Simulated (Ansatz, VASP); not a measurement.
# SiO2: VASP beside Ansatz, part 2 of 3

Aim: how closely do two programs agree when they are given the same cell, functional and k mesh? The cell is taken from a series of runs on this material, whose earlier steps may have relaxed, scaled, displaced or heated it; both programs get it as it stands.

VASP 6.6.1 and Ansatz 0.2.0.

So far: The starting structure; VASP: zone-centre phonons, LDA.

## Step 2: VASP: zone-centre phonons, LDA (continued)

Level of this step: LDA; plane waves and PAW (O, Si) (VASP).

Parts of OUTCAR (step 2):

```text
ion  position               nearest neighbor table
   1  0.694  0.694  0.000-   5 1.76   5 1.76   6 1.81
   2  0.194  0.806  0.500-   6 1.76   6 1.76   5 1.81
   3  0.306  0.306  0.000-   5 1.76   5 1.76   6 1.81
   4  0.806  0.194  0.500-   6 1.76   6 1.76   5 1.81
   5  0.500  0.500  0.500-   1 1.76   3 1.76   1 1.76   3 1.76   2 1.81   4 1.81
   6  0.000  0.000  0.000-   2 1.76   4 1.76   2 1.76   4 1.76   3 1.81   1 1.81

  LATTYP: Found a simple tetragonal cell.
 ALAT       =     4.1882424243
 C/A-ratio  =     0.6378672898

 Subroutine GETGRP returns: Found 16 space group operations
 (whereof  8 operations were pure point group operations)

The static configuration has the point symmetry D_2h.
 The point group associated with its full space group is D_4h.

 Found     75 irreducible k-points:

   k-points           NKPTS =     75   k-points in BZ     NKDIM =     75   number of bands    NBANDS=     22

   dimension x,y,z NGX =    36 NGY =   36 NGZ =   24
   dimension x,y,z NGXF=    72 NGYF=   72 NGZF=   48

   ENCUT  =  600.0 eV  44.10 Ry    6.64 a.u.   8.36  8.36  5.34*2*pi/ulx,y,z

   NELECT =      32.0000    total number of electrons

 k-points in reciprocal lattice and weights: Automatic mesh
   0.00000000  0.00000000  0.00000000       0.002
   0.12500000  0.00000000  0.00000000       0.008
   0.25000000  0.00000000  0.00000000       0.008
   0.37500000  0.00000000  0.00000000       0.008
   0.50000000  0.00000000  0.00000000       0.004
   0.12500000  0.12500000  0.00000000       0.008
   0.25000000  0.12500000  0.00000000       0.016
   0.37500000  0.12500000  0.00000000       0.016
   0.50000000  0.12500000  0.00000000       0.008
[...]
0.50000000  0.37500000  0.50000000       0.008
   0.50000000  0.50000000  0.50000000       0.002

[...]
2     0.37236     3.79197     0.00000
    3     0.00000     0.00000     4.03785

 Eigenvectors and eigenvalues of the dynamical matrix
 ----------------------------------------------------

   1 f  =   27.743673 THz   174.318641 2PiTHz  925.429332 cm-1   114.738562 meV
             X         Y         Z           dx          dy          dz
      2.904997  2.904997  0.000000    -0.353553   -0.353553    0.000000
      0.810876  3.377367  1.335771     0.353553   -0.353553    0.000000
      1.283245  1.283245  0.000000     0.353553    0.353553   -0.000000
      3.377367  0.810876  1.335771    -0.353553    0.353553   -0.000000
      2.094121  2.094121  1.335771    -0.000000    0.000000   -0.000000
      0.000000  0.000000  0.000000    -0.000000   -0.000000   -0.000000

   2 f  =   24.336379 THz   152.909980 2PiTHz  811.774229 cm-1   100.647132 meV
             X         Y         Z           dx          dy          dz
      2.904997  2.904997  0.000000    -0.344918   -0.316123    0.000000
      0.810876  3.377367  1.335771     0.162880    0.086577    0.000000
      1.283245  1.283245  0.000000    -0.344918   -0.316123    0.000000
      3.377367  0.810876  1.335771     0.162880    0.086577    0.000000
      2.094121  2.094121  1.335771     0.486184    0.449836   -0.000000
      0.000000  0.000000  0.000000    -0.211472   -0.103429   -0.000000

   3 f  =   24.336379 THz   152.909980 2PiTHz  811.774229 cm-1   100.647132 meV
             X         Y         Z           dx          dy          dz
      2.904997  2.904997  0.000000     0.086577   -0.162880   -0.000000
      0.810876  3.377367  1.335771    -0.316123    0.344918    0.000000
      1.283245  1.283245  0.000000     0.086577   -0.162880   -0.000000
      3.377367  0.810876  1.335771    -0.316123    0.344918    0.000000
      2.094121  2.094121  1.335771    -0.103429    0.211472    0.000000
      0.000000  0.000000  0.000000     0.449836   -0.486184   -0.000000

   4 f  =   22.364325 THz   140.519200 2PiTHz  745.993594 cm-1    92.491376 meV
             X         Y         Z           dx          dy          dz
      2.904997  2.904997  0.000000     0.000000   -0.000000    0.449552
      0.810876  3.377367  1.335771    -0.000000    0.000000   -0.449552
      1.283245  1.283245  0.000000     0.000000   -0.000000    0.449552
      3.377367  0.810876  1.335771    -0.000000    0.000000   -0.449552
      2.094121  2.094121  1.335771    -0.000000    0.000000   -0.309526
      0.000000  0.000000  0.000000     0.000000   -0.000000    0.309526

   5 f  =   22.104788 THz   138.888479 2PiTHz  737.336359 cm-1    91.418016 meV
             X         Y         Z           dx          dy          dz
      2.904997  2.904997  0.000000     0.353553    0.353553    0.000000
      0.810876  3.377367  1.335771     0.353553   -0.353553    0.000000
      1.283245  1.283245  0.000000    -0.353553   -0.353553   -0.000000
      3.377367  0.810876  1.335771    -0.353553    0.353553   -0.000000
      2.094121  2.094121  1.335771     0.000000    0.000000   -0.000000
      0.000000  0.000000  0.000000     0.000000   -0.000000    0.000000

   6 f  =   19.529323 THz   122.706353 2PiTHz  651.428084 cm-1    80.766752 meV
             X         Y         Z           dx          dy          dz
      2.904997  2.904997  0.000000     0.000000    0.000000    0.341746
      0.810876  3.377367  1.335771    -0.000000   -0.000000    0.341746
      1.283245  1.283245  0.000000     0.000000    0.000000    0.341746
      3.377367  0.810876  1.335771     0.000000   -0.000000    0.341746
      2.094121  2.094121  1.335771     0.000000    0.000000   -0.516158
      0.000000  0.000000  0.000000    -0.000000   -0.000000   -0.516158

   7 f  =   17.436126 THz   109.554409 2PiTHz  581.606552 cm-1    72.109990 meV
             X         Y         Z           dx          dy          dz
      2.904997  2.904997  0.000000    -0.353553    0.353553   -0.000000
      0.810876  3.377367  1.335771     0.353553    0.353553    0.000000
      1.283245  1.283245  0.000000     0.353553   -0.353553    0.000000
      3.377367  0.810876  1.335771    -0.353553   -0.353553   -0.000000
      2.094121  2.094121  1.335771    -0.000000    0.000000   -0.000000
      0.000000  0.000000  0.000000     0.000000   -0.000000   -0.000000

   8 f  =   17.251597 THz   108.394983 2PiTHz  575.451345 cm-1    71.346842 meV
             X         Y         Z           dx          dy          dz
      2.904997  2.904997  0.000000     0.000000   -0.000000    0.102681
      0.810876  3.377367  1.335771    -0.000000   -0.000000    0.699612
      1.283245  1.283245  0.000000    -0.000000    0.000000   -0.102681
      3.377367  0.810876  1.335771     0.000000    0.000000   -0.699612
      2.094121  2.094121  1.335771     0.000000   -0.000000   -0.000000
      0.000000  0.000000  0.000000    -0.000000    0.000000   -0.000000

   9 f  =   17.251597 THz   108.394983 2PiTHz  575.451345 cm-1    71.346842 meV
             X         Y         Z           dx          dy          dz
      2.904997  2.904997  0.000000    -0.000000    0.000000    0.699612
      0.810876  3.377367  1.335771     0.000000    0.000000   -0.102681
      1.283245  1.283245  0.000000     0.000000   -0.000000   -0.699612
      3.377367  0.810876  1.335771     0.000000   -0.000000    0.102681
      2.094121  2.094121  1.335771    -0.000000    0.000000    0.000000
      0.000000  0.000000  0.000000     0.000000   -0.000000   -0.000000

  10 f  =   16.726740 THz   105.097206 2PiTHz  557.943982 cm-1    69.176206 meV
             X         Y         Z           dx          dy          dz
      2.904997  2.904997  0.000000    -0.334565   -0.055968   -0.000000
      0.810876  3.377367  1.335771     0.329854    0.001397    0.000000
      1.283245  1.283245  0.000000    -0.334565   -0.055968    0.000000
      3.377367  0.810876  1.335771     0.329854    0.001397   -0.000000
      2.094121  2.094121  1.335771    -0.518382   -0.004054    0.000000
      0.000000  0.000000  0.000000     0.525463    0.086070   -0.000000

  11 f  =   16.726740 THz   105.097206 2PiTHz  557.943982 cm-1    69.176206 meV
             X         Y         Z           dx          dy          dz
      2.904997  2.904997  0.000000     0.001397   -0.329854    0.000000
      0.810876  3.377367  1.335771    -0.055968    0.334565   -0.000000
      1.283245  1.283245  0.000000     0.001397   -0.329854   -0.000000
      3.377367  0.810876  1.335771    -0.055968    0.334565    0.000000
      2.094121  2.094121  1.335771     0.086070   -0.525463    0.000000
      0.000000  0.000000  0.000000    -0.004054    0.518382   -0.000000

  12 f  =   13.671635 THz    85.901415 2PiTHz  456.036648 cm-1    56.541313 meV
             X         Y         Z           dx          dy          dz
      2.904997  2.904997  0.000000    -0.343980    0.255364    0.000000
      0.810876  3.377367  1.335771    -0.251435   -0.100538    0.000000
      1.283245  1.283245  0.000000    -0.343980    0.255364   -0.000000
      3.377367  0.810876  1.335771    -0.251435   -0.100538   -0.000000
      2.094121  2.094121  1.335771     0.491197   -0.276986    0.000000
      0.000000  0.000000  0.000000     0.407944    0.043182   -0.000000

  13 f  =   13.671635 THz    85.901415 2PiTHz  456.036648 cm-1    56.541313 meV
             X         Y         Z           dx          dy          dz
      2.904997  2.904997  0.000000    -0.100538    0.251435   -0.000000
      0.810876  3.377367  1.335771     0.255364    0.343980    0.000000
      1.283245  1.283245  0.000000    -0.100538    0.251435   -0.000000
      3.377367  0.810876  1.335771     0.255364    0.343980   -0.000000
      2.094121  2.094121  1.335771     0.043182   -0.407944   -0.000000
      0.000000  0.000000  0.000000    -0.276986   -0.491197    0.000000
    [... 43 further lines ...]
      2.094121  2.094121  1.335771     0.000000   -0.000000   -0.483302
      0.000000  0.000000  0.000000     0.000000   -0.000000   -0.483302

 MACROSCOPIC STATIC DIELECTRIC TENSOR IONIC CONTRIBUTION
 ------------------------------------------------------
           8.166138    -0.000000    -0.000000
          -0.000000     8.166138     0.000000
          -0.000000     0.000000     5.393604
 ------------------------------------------------------

 ELASTIC MODULI CONTR FROM IONIC RELAXATION (kBar)
 Direction    XX          YY          ZZ          XY          YZ          ZX
 --------------------------------------------------------------------------------
 XX        -921.0029     78.1465    -33.2766      0.0000     -0.0000     -0.0000
 YY          78.1465   -921.0029    -33.2766     -0.0000      0.0000     -0.0000
 ZZ         -33.2766    -33.2766     -2.6276      0.0000     -0.0000     -0.0000
 XY           0.0000      0.0000      0.0000    -29.6147     -0.0000      0.0000
 YZ          -0.0000      0.0000     -0.0000     -0.0000    -47.4638     -0.0000
 ZX          -0.0000     -0.0000     -0.0000      0.0000     -0.0000    -65.3097
 --------------------------------------------------------------------------------

 PIEZOELECTRIC TENSOR IONIC CONTR  for field in x, y, z        (C/m^2)
          XX          YY          ZZ          XY          YZ          ZX
  --------------------------------------------------------------------------------
  x     0.00000    -0.00000    -0.00000     0.00000     0.00000    -0.00000
  y     0.00000     0.00000     0.00000    -0.00000     0.00000    -0.00000
  z     0.00000    -0.00000     0.00000     0.00000     0.00000     0.00000
```

(Continued in part 3 of 3.)

[Lines on the potential files, build, host, timing and source positions are cut from VASP's logs without a mark.]

[Logs are printed without paths, hosts, clocks, repeated set-up lines and the standing remarks that a program may print on its own settings, such as how far it seeks lower states.]

[Hosts, paths, dates, database ids (printed as entryN), source tags and the programs' standing remarks are cut or masked in the printed files.]
